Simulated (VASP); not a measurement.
# Band gap of CuI (Marshite): cutoff, mesh and cell, part 2 of 2

Aim: test what besides the functional moves the gap of CuI (Marshite). The starting structure is a measured crystal structure from the Crystallography Open Database. Cell and atoms stay as given unless a step says otherwise.

VASP 6.6.1.

Results so far: reference 0.991 eV; cell and atoms relaxed by LDA 1.276 eV; no band path 0.991 eV.

The database entry behind the starting cell differs from later determinations by our own check (about 0.15 % long (mineral sample)), so it need not match the best structure at ambient conditions.

## Step 5: Bands with a cutoff of 470 eV (continued)

Level of this step: LDA; plane waves and PAW (I, Cu) (VASP).

From OUTCAR (step 5):

```text
  Total       -1.5234594     -1.5234594     -1.5234594      0.0000000      0.0000000      0.0000000
  in kB      -43.8065186    -43.8065186    -43.8065186      0.0000000      0.0000000      0.0000000
  external PRESSURE =     -43.8065186 kB  Pullay stress =       0.0000000 kB

 POSITION                                       TOTAL-FORCE (eV/Angst)
 -----------------------------------------------------------------------------------
      0.00000      0.00000      0.00000        -0.000000     -0.000000     -0.000000
      4.54725      4.54725      4.54725         0.000000      0.000000      0.000000
 -----------------------------------------------------------------------------------
    total drift:                                0.000000      0.000000      0.000000

  FREE ENERGIE OF THE ION-ELECTRON SYSTEM (eV)
  ---------------------------------------------------
  free  energy   TOTEN  =        -6.9155634348 eV

  energy  without entropy=       -6.9155634348  energy(sigma->0) =       -6.91556343

[... 1 part as in an earlier step ...]

[... 2 further parts left out ...]
[key lines of the parts left out:]
E-fermi :   4.3792
```

With a cutoff of 470 eV the gap is 0.995 eV, +0.005 eV from the reference.

## Step 6: Bands with an 8×8×8 mesh

Against step 2 the input has an 8×8×8 mesh.

The input, INCAR:

```
SYSTEM = CuI
PREC = Accurate
ENCUT = 350
EDIFF = 1E-06
NELM = 100
ISMEAR = 0
SIGMA = 0.03
LREAL = .FALSE.
ALGO = Normal
GGA = CA
NBANDS = 21
LORBIT = 11
LWAVE = .FALSE.
LCHARG = .FALSE.
KPAR = 4
```

The input, POSCAR:

```
CuI
1.0
    0.0000000000      3.0315000000      3.0315000000
    3.0315000000      0.0000000000      3.0315000000
    3.0315000000      3.0315000000      0.0000000000
I Cu
1 1
Direct
    0.0000000000      0.0000000000      0.0000000000
    0.7500000000      0.7500000000      0.7500000000
```

The input, KPOINTS:

```
Automatic mesh
0
Gamma
8 8 8
0 0 0
```

The input, KPOINTS_OPT:

```
Line mode
10
Line-mode
Reciprocal
  0.00000000   0.00000000   0.00000000 GAMMA
  0.50000000   0.00000000   0.50000000 X

  0.50000000   0.00000000   0.50000000 X
  0.50000000   0.25000000   0.75000000 W

  0.50000000   0.25000000   0.75000000 W
  0.37500000   0.37500000   0.75000000 K

  0.37500000   0.37500000   0.75000000 K
  0.00000000   0.00000000   0.00000000 GAMMA

  0.00000000   0.00000000   0.00000000 GAMMA
  0.50000000   0.50000000   0.50000000 L

  0.50000000   0.50000000   0.50000000 L
  0.62500000   0.25000000   0.62500000 U

  0.62500000   0.25000000   0.62500000 U
  0.50000000   0.25000000   0.75000000 W

  0.50000000   0.25000000   0.75000000 W
  0.50000000   0.50000000   0.50000000 L

  0.50000000   0.50000000   0.50000000 L
  0.37500000   0.37500000   0.75000000 K

  0.62500000   0.25000000   0.62500000 U
  0.50000000   0.00000000   0.50000000 X
```

PAW data sets: I and Cu (LDA family, release 64).

On the command line:

```
mpirun -np 4 vasp_std
```

Log:

```text
[... set-up lines as in an earlier step ...]
 entering main loop
       N       E                     dE             d eps       ncg     rms          rms(c)
DAV:   1     0.872091539999E+02    0.87209E+02   -0.55336E+03  1218   0.670E+02
DAV:   2    -0.829558800926E+00   -0.88039E+02   -0.77368E+02  1316   0.172E+02
DAV:   3    -0.700661930819E+01   -0.61771E+01   -0.60613E+01  1504   0.494E+01
DAV:   4    -0.717458744283E+01   -0.16797E+00   -0.16774E+00  1486   0.740E+00
[...]
DAV:  12    -0.692296415486E+01    0.29188E-06   -0.37186E-05  1911   0.689E-02    0.258E-02
DAV:  13    -0.692296314141E+01    0.10135E-05   -0.14767E-06  1618   0.258E-02    0.352E-03
DAV:  14    -0.692296305599E+01    0.85418E-07   -0.64361E-07   839   0.125E-02
   1 F= -.69229631E+01 E0= -.69229631E+01  d E =-.692620E-25
 Start KPOINTS_OPT (optional k-point list driver)
k-point batch [1-29\100]
       N       E                     dE             ncg
DAV:   1     0.305042670241E+04   -0.90224E+04     1233
DAV:   2     0.400239424181E+03   -0.26502E+04     1331
DAV:   3     0.200536356952E+03   -0.19970E+03     1594
DAV:   4     0.195526903743E+03   -0.50095E+01     1528
DAV:   5     0.195287220367E+03   -0.23968E+00     1736
DAV:   6     0.195281494817E+03   -0.57256E-02     1609
DAV:   7     0.195281394448E+03   -0.10037E-03     1776
DAV:   8     0.195281393482E+03   -0.96559E-06     1254
[...]
k-point batch [88-100\100]
       N       E                     dE             ncg
DAV:   1     0.888818437895E+04   -0.51137E+04      546
DAV:   2     0.772837428262E+04   -0.11598E+04      591
DAV:   3     0.764034234833E+04   -0.88032E+02      738
DAV:   4     0.763827182605E+04   -0.20705E+01      671
DAV:   5     0.763817707124E+04   -0.94755E-01      789
DAV:   6     0.763817518594E+04   -0.18853E-02      696
DAV:   7     0.763817517132E+04   -0.14614E-04      803
DAV:   8     0.763817517117E+04   -0.15694E-06      552
```

Wall time 8.2 s (4 MPI ranks of Intel Xeon 6975P-C (Granite Rapids), shared host); peak memory 0.59 GiB.

Parts of OUTCAR (step 6):

```text
  Total       -1.5168630     -1.5168630     -1.5168630      0.0000000      0.0000000      0.0000000
  in kB      -43.6168429    -43.6168429    -43.6168429      0.0000000      0.0000000      0.0000000
  external PRESSURE =     -43.6168429 kB  Pullay stress =       0.0000000 kB

 POSITION                                       TOTAL-FORCE (eV/Angst)
 -----------------------------------------------------------------------------------
      0.00000      0.00000      0.00000         0.000000      0.000000      0.000000
      4.54725      4.54725      4.54725        -0.000000     -0.000000     -0.000000
 -----------------------------------------------------------------------------------
    total drift:                               -0.000001     -0.000001     -0.000001

  FREE ENERGIE OF THE ION-ELECTRON SYSTEM (eV)
  ---------------------------------------------------
  free  energy   TOTEN  =        -6.9229630560 eV

  energy  without entropy=       -6.9229630560  energy(sigma->0) =       -6.92296306

[... 1 part as in an earlier step ...]

[... 2 further parts left out ...]
[key lines of the parts left out:]
E-fermi :   4.3773
```

With an 8×8×8 mesh the gap is 0.992 eV, +0.001 eV from the reference.

## Step 7: Comparison

```
                          run  gap (eV)  change (eV)  core minutes
                    reference     0.991            -         0.507
cell and atoms relaxed by LDA     1.276        0.286         0.453
                 no band path     0.991        0.001         0.133
           a cutoff of 470 eV     0.995        0.005         0.613
                an 8×8×8 mesh     0.992        0.001         0.547
```

Core minutes are wall time times ranks of the run shown, on a shared host.

## Step 8: Results

```json
{
  "reference gap": "0.991 eV",
  "gap with cell and atoms relaxed by LDA": "1.276 eV",
  "gap with no band path": "0.991 eV",
  "gap with a cutoff of 470 eV": "0.995 eV",
  "gap with an 8×8×8 mesh": "0.992 eV"
}
```

**Reading.** Among the runs that read a gap along the path, the one with cell and atoms relaxed by LDA moves it most, by +0.286 eV. On finer settings it changes by +0.005 eV with a cutoff of 470 eV and +0.001 eV with an 8×8×8 mesh. The functional's own error isn't tested here. Further runs on this material are not shown.

[Lines on the potential files, build, host, timing and source positions are cut from VASP's logs without a mark.]

[Logs are printed without paths, hosts, clocks, repeated set-up lines and the standing remarks that a program may print on its own settings, such as how far it seeks lower states.]

[Hosts, paths, dates, database ids (printed as entryN), source tags and the programs' standing remarks are cut or masked in the printed files.]
